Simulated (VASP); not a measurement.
# RPA total energies of SiC (Moissanite 3C), part 5 of 6

Wanted: where the RPA puts the energy minimum of SiC (Moissanite 3C). The scan starts from a database cell scaled to its smallest volume. The cell is of the zinc-blende type. The start is a cell from a database of measured crystal structures.

VASP 6.6.1, plane waves and PAW; the level of theory is named at each step.

So far. Step 24 (Exact exchange, volume ratio 1.02): The Hartree-Fock energy on these orbitals is -12.5132 eV an atom. Step 25 (Empty bands, volume ratio 1.02): WAVECAR now holds 488 bands for 8 electrons.

## (26) RPA correlation, volume ratio 1.02

This step: RPA correlation on LDA orbitals; plane waves and PAW (Si_GW, C_GW) (VASP 6.6.1).

RPA correlation at this point.

The input, INCAR:

```
SYSTEM = SiC
PREC = Accurate
ENCUT = 460
ISMEAR = 0
SIGMA = 0.05
LREAL = .FALSE.
GGA = CA
NBANDS = 488
ALGO = ACFDT
ENCUTGW = 160
NOMEGA = 12
PRECFOCK = Fast
LWAVE = .FALSE.
LCHARG = .FALSE.
```

The input, POSCAR:

```
SiC
1.0
    0.0000000000      2.1934308841      2.1934308841
    2.1934308841      0.0000000000      2.1934308841
    2.1934308841      2.1934308841      0.0000000000
Si C
1 1
Direct
    0.0000000000      0.0000000000      0.0000000000
    0.7500000000      0.7500000000      0.7500000000
```

The input, KPOINTS:

```
Automatic mesh
0
Gamma
6 6 6
0 0 0
```

PAW data sets: Si_GW and C_GW (LDA family, release 64).

On the command line:

```bash
> mpirun -np 4 vasp_std
```

The log of the run:

```text
[banner, memory and clock lines left out]
running    4 mpi-ranks, on    1 nodes
[...]
LDA part: xc-table for (Slater(with rela. corr.)+CA(PZ))
 , standard interpolation
 found WAVECAR, reading the header
 POSCAR, INCAR and KPOINTS ok, starting setup
[...]
reading WAVECAR
 the WAVECAR file was read successfully
 initial charge from wavefunction
 available memory per node:    141.67 GB, setting MAXMEM to    145072

 The Fermi energy was updated, please check that it is located mid-gap
 values below the HOMO (VB) or above the LUMO (CB) will cause erroneous energies
 E-fermi :   8.1866

 the WAVEDER file was read successfully
 set NWRITE>2 for more details about minimax calculation
 number of imaginary grid points requested:      12
 number of distinct grids requested:  1
 quadrature errors minimized for energies in [ 0.132E+01, 0.460E+03 ]
 bosonic grid (T=0, re) determined with error: 0.9831E-07
 bosonic grid (re): 0.9831E-07
       0.3189       1.0412       2.0478       3.6418       6.3448
[...]
NQ=  10    0.3333    0.3333    0.0000,
|.........|.........|.........|.........
 performed      50180000 updates of chi_q(r,r)
 total number of BLAS operations       3775.31 Gflops
NQ=  11    0.5000    0.3333    0.0000,
|.........|.........|.........|.........
 performed      55198000 updates of chi_q(r,r)
 total number of BLAS operations       4168.77 Gflops
NQ=  12   -0.3333    0.3333    0.0000,
|.........|.........|.........|.........
 performed      60216000 updates of chi_q(r,r)
 total number of BLAS operations       4578.28 Gflops
NQ=  13    0.5000    0.5000    0.0000,
|.........|.........|.........|.........
 performed      65234000 updates of chi_q(r,r)
 total number of BLAS operations       4918.07 Gflops
NQ=  14    0.5000    0.3333    0.1667,
|.........|.........|.........|.........
 performed      70252000 updates of chi_q(r,r)
 total number of BLAS operations       5280.38 Gflops
NQ=  15   -0.3333    0.3333    0.1667,
|.........|.........|.........|.........
 performed      75270000 updates of chi_q(r,r)
 total number of BLAS operations       5665.93 Gflops
NQ=  16   -0.3333    0.5000    0.1667,
|.........|.........|.........|.........
 performed      80288000 updates of chi_q(r,r)
 total number of BLAS operations       6100.14 Gflops
 entering main loop
```

Wall time 2.6 min (4 MPI ranks of Intel Xeon Platinum 8375C at 2.90GHz (Ice Lake), shared host); peak memory 1.4 GiB.

Parts of OUTCAR (step 26):

```text
      cutoff energy     smooth cutoff   RPA   correlation   Hartree contr. to MP2
---------------------------------------------------------------------------------
            160.000           128.000      -12.0084387221      -19.4653302715
            152.381           121.905      -11.9232094092      -19.3686038902
            145.125           116.100      -11.8325161093      -19.2647054543
            138.214           110.571      -11.7365599315      -19.1536918124
            131.632           105.306      -11.6340241840      -19.0339244790
            125.364           100.291      -11.5263604921      -18.9069158880
            119.394            95.516      -11.4120904195      -18.7706688433
            113.709            90.967      -11.2913956514      -18.6254088278
  linear regression

[... 2 parts as in an earlier step ...]

[... 2 further parts left out ...]
[key lines of the parts left out:]
E-fermi :   8.1866
```

The correlation energy is -6.5377 eV an atom, -8 meV against the point before. With exact exchange the total is -19.0509 eV an atom.

## (27) Comparison: r2SCAN, volume ratio 1.02

This step: r2SCAN; plane waves and PAW (Si_GW, C_GW) (VASP 6.6.1).

The comparison at this point.

The input, INCAR:

```
SYSTEM = SiC
PREC = Accurate
ENCUT = 460
EDIFF = 1E-06
NELM = 100
ISMEAR = 0
SIGMA = 0.05
LREAL = .FALSE.
ALGO = Normal
METAGGA = R2SCAN
LASPH = .TRUE.
NBANDS = 10
LWAVE = .FALSE.
LCHARG = .FALSE.
KPAR = 4
```

POSCAR is that of step 26.

KPOINTS is that of step 26.

On the command line:

```bash
> mpirun -np 4 vasp_std
```

The log of the run:

```text
[... set-up lines as in an earlier step ...]
 entering main loop
       N       E                     dE             d eps       ncg     rms          rms(c)
DAV:   1    -0.434655E+02   -0.43465E+02   -0.47421E+03   370   0.801E+02
DAV:   2    -0.625644E+02   -0.19099E+02   -0.18015E+02   528   0.136E+02
DAV:   3    -0.629388E+02   -0.37439E+00   -0.37414E+00   392   0.142E+01
DAV:   4    -0.629461E+02   -0.72936E-02   -0.72914E-02   432   0.251E+00
[...]
DAV:   9    -0.593508E+02   -0.67747E-04   -0.48038E-04   410   0.199E-01    0.391E-02
DAV:  10    -0.593508E+02   -0.46194E-04   -0.78961E-05   400   0.957E-02    0.343E-03
DAV:  11    -0.593508E+02   -0.61711E-06   -0.19072E-06   424   0.116E-02
   1 F= -.59350837E+02 E0= -.59350837E+02  d E =-.723706E-21
```

It took 8.2 s on 4 MPI ranks; peak memory 0.51 GiB.

OUTCAR, selected parts (step 27):

```text
  Total       -0.7745145     -0.7745145     -0.7745145     -0.0000000     -0.0000000     -0.0000000
  in kB      -58.7947170    -58.7947170    -58.7947170     -0.0000000     -0.0000000     -0.0000000
  external PRESSURE =     -58.7947170 kB  Pullay stress =       0.0000000 kB

 POSITION                                       TOTAL-FORCE (eV/Angst)
 -----------------------------------------------------------------------------------
      0.00000      0.00000      0.00000        -0.000000     -0.000000     -0.000000
      3.29015      3.29015      3.29015         0.000000      0.000000      0.000000
 -----------------------------------------------------------------------------------
    total drift:                                0.000001      0.000001      0.000001

  FREE ENERGIE OF THE ION-ELECTRON SYSTEM (eV)
  ---------------------------------------------------
  free  energy   TOTEN  =       -59.3508373217 eV

  energy  without entropy=      -59.3508373217  energy(sigma->0) =      -59.35083732

[... 2 parts as in an earlier step ...]

[... 1 further part left out ...]
[key lines of the parts left out:]
E-fermi :   7.9372
```

Its energy is -29.6754 eV an atom, on a zero of its own.

## (28) Orbitals for comparison: HSE06, volume ratio 1.02

This step: LDA; plane waves and PAW (Si_GW, C_GW) (VASP 6.6.1).

Starting orbitals, as before.

The input, INCAR:

```
SYSTEM = SiC
PREC = Accurate
ENCUT = 460
EDIFF = 1E-05
NELM = 100
ISMEAR = 0
SIGMA = 0.05
LREAL = .FALSE.
ALGO = Normal
GGA = CA
NBANDS = 10
LORBIT = 11
LWAVE = .TRUE.
LCHARG = .FALSE.
KPAR = 4
```

POSCAR is that of step 27.

KPOINTS is that of step 27.

On the command line:

```bash
> mpirun -np 4 vasp_std
```

The log of the run:

```text
[... set-up lines as in an earlier step ...]
 entering main loop
       N       E                     dE             d eps       ncg     rms          rms(c)
[... 10 cycles as in an earlier step ...]
DAV:  11    -0.166189E+02    0.77863E-06   -0.55691E-06   224   0.195E-02
   1 F= -.16618938E+02 E0= -.16618938E+02  d E =-.116546E-12
 writing wavefunctions
```

Wall time 3.4 s (4 MPI ranks); peak memory 0.45 GiB; 5.2 s of CPU time.

Parts of OUTCAR (step 28):

```text
  Total       -1.1627898     -1.1627898     -1.1627898      0.0000000      0.0000000     -0.0000000
  in kB      -88.2693508    -88.2693508    -88.2693508      0.0000000      0.0000000     -0.0000000
  external PRESSURE =     -88.2693508 kB  Pullay stress =       0.0000000 kB

 POSITION                                       TOTAL-FORCE (eV/Angst)
 -----------------------------------------------------------------------------------
      0.00000      0.00000      0.00000        -0.000000      0.000000     -0.000000
      3.29015      3.29015      3.29015         0.000000     -0.000000      0.000000
 -----------------------------------------------------------------------------------
    total drift:                                0.000000      0.000000      0.000000

  FREE ENERGIE OF THE ION-ELECTRON SYSTEM (eV)
  ---------------------------------------------------
  free  energy   TOTEN  =       -16.6189381964 eV

  energy  without entropy=      -16.6189381964  energy(sigma->0) =      -16.61893820

[... 2 parts as in an earlier step ...]

[... 1 further part left out ...]
[key lines of the parts left out:]
E-fermi :   7.7628
```

The run ends at a pressure of -8.83 GPa.

## (29) Comparison: HSE06, volume ratio 1.02

This step: HSE06; plane waves and PAW (Si_GW, C_GW) (VASP 6.6.1).

The comparison at this point.

The input, INCAR:

```
SYSTEM = SiC
PREC = Accurate
ENCUT = 460
EDIFF = 1E-06
NELM = 100
ISMEAR = 0
SIGMA = 0.05
LREAL = .FALSE.
ALGO = Normal
LHFCALC = .TRUE.
AEXX = 0.25
GGA = PE
HFSCREEN = 0.2
LASPH = .TRUE.
NBANDS = 10
PRECFOCK = Fast
LWAVE = .FALSE.
LCHARG = .FALSE.
KPAR = 4
```

POSCAR is that of step 28.

KPOINTS is that of step 28.

The run starts from files that an earlier step left in the folder.

On the command line:

```bash
> mpirun -np 4 vasp_std
```

The log of the run:

```text
[... set-up lines as in an earlier step ...]
 entering main loop
       N       E                     dE             d eps       ncg     rms          rms(c)
DAV:   1    -0.174408E+02   -0.17441E+02   -0.68053E-01   354   0.946E+00    0.435E-01
DAV:   2    -0.174425E+02   -0.16449E-02   -0.96483E-03   430   0.892E-01    0.290E-01
DAV:   3    -0.174409E+02    0.15588E-02   -0.17993E-03   396   0.245E-01    0.174E-01
DAV:   4    -0.174405E+02    0.38038E-03   -0.41827E-04   486   0.152E-01    0.105E-01
[...]
DAV:   8    -0.174403E+02    0.46280E-05   -0.14903E-06   222   0.156E-02    0.121E-02
DAV:   9    -0.174403E+02    0.13806E-05   -0.69059E-07   182   0.860E-03    0.708E-03
DAV:  10    -0.174403E+02    0.20866E-06   -0.32237E-07   172   0.579E-03
   1 F= -.17440326E+02 E0= -.17440326E+02  d E =-.429700E-11
```

Elapsed: 54 s, on 4 MPI ranks; peak memory 0.86 GiB; 3.4 min of CPU time.

Parts of OUTCAR (step 29):

```text
 POSITION                                       TOTAL-FORCE (eV/Angst)
 -----------------------------------------------------------------------------------
      0.00000      0.00000      0.00000        -0.000000     -0.000000     -0.000000
      3.29015      3.29015      3.29015         0.000000      0.000000      0.000000
 -----------------------------------------------------------------------------------
    total drift:                               -0.000001      0.000000     -0.000000

  FREE ENERGIE OF THE ION-ELECTRON SYSTEM (eV)
  ---------------------------------------------------
  free  energy   TOTEN  =       -17.4403261280 eV

  energy  without entropy=      -17.4403261280  energy(sigma->0) =      -17.44032613

[... 2 parts as in an earlier step ...]

[... 1 further part left out ...]
[key lines of the parts left out:]
E-fermi :   7.3363
```

Its energy is -8.7202 eV an atom, on a zero of its own.

## (30) Orbitals, volume ratio 1.06

This step: LDA; plane waves and PAW (Si_GW, C_GW) (VASP 6.6.1).

The same chain follows at a volume ratio of 1.06.

The input, INCAR:

```
SYSTEM = SiC
PREC = Accurate
ENCUT = 460
EDIFF = 1E-08
NELM = 100
ISMEAR = 0
SIGMA = 0.05
LREAL = .FALSE.
ALGO = Normal
GGA = CA
NBANDS = 10
LORBIT = 11
LWAVE = .TRUE.
LCHARG = .FALSE.
KPAR = 4
```

The input, POSCAR:

```
SiC
1.0
    0.0000000000      2.2217363401      2.2217363401
    2.2217363401      0.0000000000      2.2217363401
    2.2217363401      2.2217363401      0.0000000000
Si C
1 1
Direct
    0.0000000000      0.0000000000      0.0000000000
    0.7500000000      0.7500000000      0.7500000000
```

KPOINTS is that of step 29.

On the command line:

```bash
> mpirun -np 4 vasp_std
```

The log of the run:

```text
[... set-up lines as in an earlier step ...]
 entering main loop
       N       E                     dE             d eps       ncg     rms          rms(c)
DAV:   1     0.432902E+01    0.43290E+01   -0.46506E+03   370   0.780E+02
DAV:   2    -0.178825E+02   -0.22212E+02   -0.20651E+02   484   0.143E+02
DAV:   3    -0.184412E+02   -0.55872E+00   -0.55765E+00   386   0.177E+01
DAV:   4    -0.184527E+02   -0.11419E-01   -0.11415E-01   474   0.310E+00
[...]
DAV:  11    -0.165592E+02    0.88929E-06   -0.75534E-06   456   0.204E-02    0.178E-03
DAV:  12    -0.165592E+02    0.61445E-07   -0.48585E-07   424   0.467E-03    0.297E-04
DAV:  13    -0.165592E+02   -0.91603E-08   -0.62548E-09   276   0.957E-04
   1 F= -.16559160E+02 E0= -.16559160E+02  d E =-.935258E-13
 writing wavefunctions
```

Elapsed: 4.4 s, on 4 MPI ranks; peak memory 0.45 GiB.

OUTCAR, selected parts (step 30):

```text
  Total       -2.1636092     -2.1636092     -2.1636092      0.0000000      0.0000000      0.0000000
  in kB     -158.0453967   -158.0453967   -158.0453967      0.0000000      0.0000000      0.0000000
  external PRESSURE =    -158.0453967 kB  Pullay stress =       0.0000000 kB

 POSITION                                       TOTAL-FORCE (eV/Angst)
 -----------------------------------------------------------------------------------
      0.00000      0.00000      0.00000         0.000000      0.000000      0.000000
      3.33260      3.33260      3.33260        -0.000000     -0.000000     -0.000000
 -----------------------------------------------------------------------------------
    total drift:                                0.000000      0.000000      0.000000

  FREE ENERGIE OF THE ION-ELECTRON SYSTEM (eV)
  ---------------------------------------------------
  free  energy   TOTEN  =       -16.5591599627 eV

  energy  without entropy=      -16.5591599627  energy(sigma->0) =      -16.55915996

[... 1 part as in an earlier step ...]

[... 2 further parts left out ...]
[key lines of the parts left out:]
E-fermi :   7.3466
```

The run ends at a pressure of -15.80 GPa.

## (31) Exact exchange, volume ratio 1.06

This step: Hartree-Fock energy on LDA orbitals; plane waves and PAW (Si_GW, C_GW) (VASP 6.6.1).

Exact exchange at this point.

The input, INCAR:

```
SYSTEM = SiC
PREC = Accurate
ENCUT = 460
ISMEAR = 0
SIGMA = 0.05
LREAL = .FALSE.
GGA = CA
NBANDS = 10
ALGO = Eigenval
NELM = 1
LHFCALC = .TRUE.
AEXX = 1
ALDAC = 0
AGGAC = 0
PRECFOCK = Normal
LWAVE = .FALSE.
LCHARG = .FALSE.
```

POSCAR is that of step 30.

KPOINTS is that of step 30.

The run starts from files that an earlier step left in the folder.

On the command line:

```bash
> mpirun -np 4 vasp_std
```

The log of the run:

```text
[... set-up lines as in an earlier step ...]
 entering main loop
       N       E                     dE             d eps       ncg     rms          rms(c)
EIG:   1    -0.249732E+02   -0.24973E+02    0.00000E+00     0   0.000E+00
   1 F= -.24973234E+02 E0= -.24973234E+02  d E =-.142675E-30
```

Run time: 23 s. Hardware: 4 MPI ranks; peak memory 0.42 GiB; 81 s of CPU time.

Parts of OUTCAR (step 31):

```text
 POSITION                                       TOTAL-FORCE (eV/Angst)
 -----------------------------------------------------------------------------------
      0.00000      0.00000      0.00000         0.000000      0.000000      0.000000
      3.33260      3.33260      3.33260        -0.000000     -0.000000     -0.000000
 -----------------------------------------------------------------------------------
    total drift:                               -0.000000      0.000000     -0.000000

  FREE ENERGIE OF THE ION-ELECTRON SYSTEM (eV)
  ---------------------------------------------------
  free  energy   TOTEN  =       -24.9732344629 eV

  energy  without entropy=      -24.9732344629  energy(sigma->0) =      -24.97323446

[... 2 parts as in an earlier step ...]

[... 1 further part left out ...]
[key lines of the parts left out:]
E-fermi :   7.5086
```

The Hartree-Fock energy on these orbitals is -12.4866 eV an atom.

## (32) Empty bands, volume ratio 1.06

This step: LDA; plane waves and PAW (Si_GW, C_GW) (VASP 6.6.1).

The empty bands are made again, for the run that follows.

The input, INCAR:

```
SYSTEM = SiC
PREC = Accurate
ENCUT = 460
ISMEAR = 0
SIGMA = 0.05
LREAL = .FALSE.
GGA = CA
NBANDS = 528
ALGO = Exact
NELM = 1
LWAVE = .TRUE.
LCHARG = .FALSE.
LOPTICS = .TRUE.
NEDOS = 1000
CSHIFT = 0.1
```

POSCAR is that of step 31.

KPOINTS is that of step 31.

On the command line:

```bash
> mpirun -np 4 vasp_std
```

The log of the run:

```text
[banner, memory and clock lines left out]
running    4 mpi-ranks, on    1 nodes
[...]
LDA part: xc-table for (Slater(with rela. corr.)+CA(PZ))
 , standard interpolation
 found WAVECAR, reading the header
  number of bands has changed, file:    10 present:   528
  trying to continue reading WAVECAR, but it might fail
 POSCAR, INCAR and KPOINTS ok, starting setup
[...]
reading WAVECAR
 random initialization beyond band           10
 the WAVECAR file was read successfully
 initial charge from wavefunction
 entering main loop
       N       E                     dE             d eps       ncg     rms          rms(c)
DIA:   1    -0.165592E+02   -0.16559E+02    0.00000E+00     0   0.000E+00
   1 F= -.16559160E+02 E0= -.16559160E+02  d E =-.272862E-21
 writing wavefunctions
 optical routines
 imaginary and real dielectric function
 recalculating local potential from charge density
 direction            1
 direction            2
 direction            3
```

Wall time 9 s (4 MPI ranks); peak memory 0.58 GiB; 25 s of CPU time.

Parts of OUTCAR (step 32):

```text
  Total       -2.1636015     -2.1636015     -2.1636015     -0.0000000      0.0000000      0.0000000
  in kB     -158.0448312   -158.0448312   -158.0448312     -0.0000000      0.0000000      0.0000000
  external PRESSURE =    -158.0448312 kB  Pullay stress =       0.0000000 kB

 POSITION                                       TOTAL-FORCE (eV/Angst)
 -----------------------------------------------------------------------------------
      0.00000      0.00000      0.00000        -0.000000     -0.000000     -0.000000
      3.33260      3.33260      3.33260         0.000000      0.000000      0.000000
 -----------------------------------------------------------------------------------
    total drift:                                0.000000      0.000000      0.000000

  FREE ENERGIE OF THE ION-ELECTRON SYSTEM (eV)
  ---------------------------------------------------
  free  energy   TOTEN  =       -16.5591599654 eV

  energy  without entropy=      -16.5591599654  energy(sigma->0) =      -16.55915997

[... 1 part as in an earlier step ...]

[... 2 further parts left out ...]
[key lines of the parts left out:]
E-fermi :   7.4345
```

WAVECAR now holds 528 bands for 8 electrons.

(Continued in part 6 of 6.)

[Long decimals in the printed logs are rounded to 6 places.]

[Lines on the potential files, build, host, timing and source positions are cut from VASP's logs without a mark.]

[Logs are printed without paths, hosts, clocks, repeated set-up lines and the standing remarks that a program may print on its own settings, such as how far it seeks lower states.]

[Hosts, paths, dates, database ids (printed as entryN), source tags and the programs' standing remarks are cut or masked in the printed files.]

[Measured values are set beside computed ones only where the two were judged alike; some that the calculation misses by far are left out.]

[Pressures printed for these runs are not shown converged in the cutoff: they can be off by several GPa and have the wrong sign.]
